# Why one shift does not correct every empty level of boron arsenide

## Ten electronvolts against ten electronvolts

Exchange and correlation bind a valence electron in a semiconductor by roughly ten electronvolts. A $G_0W_0$ calculation replaces the PBE account of this binding by a better one, and the level moves by the difference, which is of the order of one electronvolt. The correction is therefore a small remainder of two large terms. If the shape of an orbital alters their balance by only a few per cent, the level moves by a few tenths of an electronvolt. Breaks of that size appear in cubic boron arsenide, BAs.

VASP 6.6.1, single-step $G_0W_0$ on PBE for cubic BAs, without spin-orbit coupling; 4×4×4 k mesh, PAW potentials As_GW and B_GW, cutoffs of 500 eV for plane waves and 200 eV for the response, 179 bands, 12 frequency points. Each level column counts from its own highest filled level; the corrected levels contain the full shift, before multiplication by Z.

| row | state k a (reciprocal cell vector) | state k b (reciprocal cell vector) | state k c (reciprocal cell vector) | state band | state start level (eV) | state corrected level (eV) | state weight z |
| --- | --- | --- | --- | --- | --- | --- | --- |
| 1 | 0.000 | 0.000 | 0.000 | top filled | 0.000 | 0.000 | 0.781 |
| 2 | 0.000 | 0.000 | 0.000 | first empty | 3.259 | 4.274 | 0.788 |
| 3 | 0.250 | 0.000 | 0.000 | top filled | -1.153 | -1.172 | 0.778 |
| 4 | 0.250 | 0.000 | 0.000 | first empty | 3.049 | 4.067 | 0.783 |
| 5 | 0.500 | 0.000 | 0.000 | top filled | -1.826 | -1.892 | 0.775 |
| 6 | 0.500 | 0.000 | 0.000 | first empty | 2.675 | 3.656 | 0.783 |
| 7 | 0.250 | 0.250 | 0.000 | top filled | -2.713 | -2.808 | 0.773 |
| 8 | 0.250 | 0.250 | 0.000 | first empty | 1.639 | 2.458 | 0.794 |
| 9 | 0.500 | 0.250 | 0.000 | top filled | -3.186 | -3.320 | 0.770 |
| 10 | 0.500 | 0.250 | 0.000 | first empty | 2.372 | 3.161 | 0.795 |
| 11 | -0.250 | 0.250 | 0.000 | top filled | -1.974 | -2.040 | 0.775 |
| 12 | -0.250 | 0.250 | 0.000 | first empty | 3.496 | 4.430 | 0.788 |
| 13 | 0.500 | 0.500 | 0.000 | top filled | -4.090 | -4.278 | 0.765 |
| 14 | 0.500 | 0.500 | 0.000 | first empty | 1.411 | 2.031 | 0.798 |
| 15 | -0.250 | 0.500 | 0.250 | top filled | -5.209 | -5.447 | 0.762 |
| 16 | -0.250 | 0.500 | 0.250 | first empty | 5.236 | 6.041 | 0.786 |

## Reading the levels

Each row is one level at one wave vector. Rows 1 and 2 belong to the zone centre $\Gamma$, rows 5 and 6 to L, rows 13 and 14 to X, and rows 15 and 16 to W; rows 7 and 8 lie midway between $\Gamma$ and X. The state start level is the PBE energy $\varepsilon$. Both level columns count from their own valence top, so they give gaps and relative shifts, but not the absolute position of a band edge.

The quasiparticle energy, which is the energy for adding or removing one electron, follows to first order from

$$E = \varepsilon + Z\,\langle\psi|\Sigma(\varepsilon)-v_{xc}|\psi\rangle .$$

Here $\psi$ is the orbital, $\Sigma$ the self-energy and $v_{xc}$ the PBE exchange-correlation potential. The state weight z is $Z$; it reduces the correction because $\Sigma$ itself changes with energy.

The state corrected level contains the shift before this reduction. Multiplied by $Z$, the shifts reproduce the two quasiparticle gaps of the same calculation to about 0.01 eV. Unless stated otherwise, all shifts below include $Z$, and they count from the valence top, whose own shift the table does not show.

## The simple model: one shift for all empty levels

PBE makes the gaps of semiconductors too small. The simplest repair leaves the filled levels alone and raises all empty levels by the same amount, the so-called scissor shift. The direct gap at $\Gamma$ supplies that amount, and the gap from $\Gamma$ to X can then test it.

1. The direct gap grows from 3.259 eV in PBE to 4.056 eV in $G_0W_0$. The shift is $4.056-3.259=0.797$ eV.
2. The PBE gap from $\Gamma$ to X is 1.411 eV. The model predicts $1.411+0.797=2.208$ eV.
3. The calculation gives 1.894 eV. The model is too high by 0.31 eV, or about one sixth of the calculated gap.

The level at $\Gamma$ defined the shift, so its agreement tests nothing; the other seven empty levels do test it. At L and halfway towards L (row 4), the model holds to about 0.03 eV. At W, midway to X and in row 10 it is too high by 0.15 to 0.17 eV. X is the largest break. The printed analysis after the text lists the misses for every row.

## Energy does not explain the breaks

A gentler rule would let the correction grow with the energy of the empty level. X seems to support it, being both the lowest empty level and the one that rises least. Two pairs of levels show that the rule fails.

The empty level at W lies 3.6 eV above the one midway between $\Gamma$ and X, yet the two rise by the same amount to within 0.02 eV. The reverse happens for L and row 10. These levels are only 0.30 eV apart in PBE, but L rises by 0.14 eV more. A large step in energy can thus leave the correction unchanged, while a small one goes with a clear difference.

Position in the zone gives a better order. Measure the distance of each wave vector from the nearest X point. Empty levels close to X rise little, and those far from it rise most. The one inversion, between L and row 4, amounts to 0.03 eV, which is too small to interpret at these settings. With eight points this is a description of the pattern, and its cause has to come from the orbitals.

## The shape of the orbital

The self-energy and the PBE potential respond to different features of an orbital. The PBE potential is local: it attracts an electron according to the charge density, and its variation, at the place where the electron sits, whether its level is filled or empty. Exchange is non-local: it attracts an electron through the overlap of its orbital with the filled ones. An empty orbital that changes sign within the bonds gains less from exchange, because contributions of opposite sign cancel. PBE does not see these signs and binds such an orbital too strongly.

The orbitals themselves were not analysed in this run. From the known band structure of BAs, the lowest empty level at $\Gamma$ is expected to be an antibonding combination of p orbitals. Much of its weight should lie near the atoms, where the charge density and hence the PBE attraction are large. Replacing that attraction by the self-energy would then raise the level strongly relative to the valence top. Towards X the lowest empty level should become a mixture of s and p orbitals, with more weight in the open regions between the bonds. The PBE attraction there is weaker, so less of it has to be taken back.

This argument would account for the small rise at X and for the gradual change on the way from $\Gamma$. The numbers establish the dependence on position; the link to orbital shape rests on theory. That the level at W rises less than the one at $\Gamma$ for the same reason is a guess. Maps of where the empty orbitals have their weight, together with projections on s and p functions, would test both the guess and the argument.

## The filled levels as a control

The top filled levels behave far more simply. The deeper such a level lies in PBE, the more it sinks, with a tie between L and row 11. The single steps are only a few hundredths of an electronvolt, so the overall trend counts and not each step. At W, the deepest of them, the sinking is 0.18 eV, or about 3.5 per cent of its depth. The correction thus stretches the top of the valence band slightly.

The difference from the empty levels fits the argument from orbital shape. The top filled levels belong largely to one family, the bonding p-like states, and they change gradually through the zone. If energy and shape change together in this way, energy is a fair guide to the correction. Among the empty levels the two part company, and the simple rule breaks.

The weight $Z$ offers no other way out. Among the empty levels the largest $Z$ exceeds the smallest by 2 per cent, whereas the largest shift before $Z$ exceeds the smallest by 64 per cent. The spread therefore comes almost wholly from the matrix element of $\Sigma-v_{xc}$, which depends directly on the shape of the orbital.

## What carries over to a neighbouring crystal

Silicon has the same arrangement: a p-like antibonding level lowest at $\Gamma$ and a conduction minimum close to X. In gallium arsenide the lowest empty level at $\Gamma$ is s-like instead. A shift taken from its direct gap therefore describes a different kind of orbital from the one used here. Even the likeness between silicon and BAs does not fix the size of the break, which has to be computed for each crystal. It is worth sorting the empty levels by orbital character before asking how the correction runs with energy.

For practical work on BAs, this decides which gap may be used to calibrate a cheap PBE band structure. A shift matched to the direct gap suits the levels from $\Gamma$ to L. Carried over to X, it makes the indirect gap too large by about 0.3 eV. The smallest gap, whose conduction level lies close to X, governs the onset of absorption, so a shift meant for that onset should be matched to levels near X.

## How far to trust the sizes

The conduction minimum of BAs lies between $\Gamma$ and X, close to X, and falls between the points of this coarse mesh. The gap of 1.894 eV is therefore an upper bound to the smallest gap at the same settings. Spin-orbit coupling, which is left out, would split the valence top and lower the gap a little further.

The number of bands, the response cutoff and the mesh are not converged either, and a single $G_0W_0$ step keeps a memory of its PBE start. Differences of a few hundredths of an electronvolt should not be interpreted. The break at X is about ten times larger than that, but its size is best remembered as a few tenths of an electronvolt.

The analysis program printed:

```
Shifts against the valence top:
  row  distance to X (2pi/a)  PBE level (eV)  shift before Z (eV)  shift times Z (eV)  break from rigid shift (eV)
    1                      1               0                    0                   0                            0
    2                      1           3.259                1.015              0.7998                            0
    3                 0.8292          -1.153               -0.019            -0.01478                     -0.01478
    4                 0.8292           3.049                1.018              0.7971                    -0.002726
    5                  0.866          -1.826               -0.066            -0.05115                     -0.05115
    6                  0.866           2.675                0.981              0.7681                      -0.0317
    7                    0.5          -2.713               -0.095            -0.07343                     -0.07343
    8                    0.5           1.639                0.819              0.6503                      -0.1495
    9                  0.433          -3.186               -0.134             -0.1032                      -0.1032
   10                  0.433           2.372                0.789              0.6273                      -0.1726
   11                 0.7071          -1.974               -0.066            -0.05115                     -0.05115
   12                 0.7071           3.496                0.934               0.736                     -0.06383
   13                      0           -4.09               -0.188             -0.1438                      -0.1438
   14                      0           1.411                 0.62              0.4948                      -0.3051
   15                    0.5          -5.209               -0.238             -0.1814                      -0.1814
   16                    0.5           5.236                0.805              0.6327                      -0.1671
Reported rise of the direct gap at Gamma (eV): 0.7966
Reported rise of the indirect gap Gamma to X (eV): 0.4834
Indirect gap if the rise at Gamma held everywhere (eV): 2.208
Excess of that rigid estimate over the reported indirect gap (eV): 0.3132
Direct gap from shift times Z less reported value (eV): 0.00322
Indirect gap from shift times Z less reported value (eV): 0.01136
Rank correlation of empty shifts with PBE energy: 0.4524
Rank correlation of empty shifts with distance to X: 0.9524
Rank correlation of filled shifts with PBE energy: 1
Rank correlation of filled shifts with distance to X: 0.8333
Empty PBE level at W less that midway Gamma to X (eV): 3.597
Shift times Z at W less that midway Gamma to X (eV): -0.01756
Empty PBE level at L less that of row 10 (eV): 0.303
Shift times Z at L less that of row 10 (eV): 0.1409
Largest over smallest empty shift before Z (ratio): 1.642
Largest over smallest Z of the empty levels (ratio): 1.019
Sinking of the deepest filled level as share of its depth (percent): 3.482
```
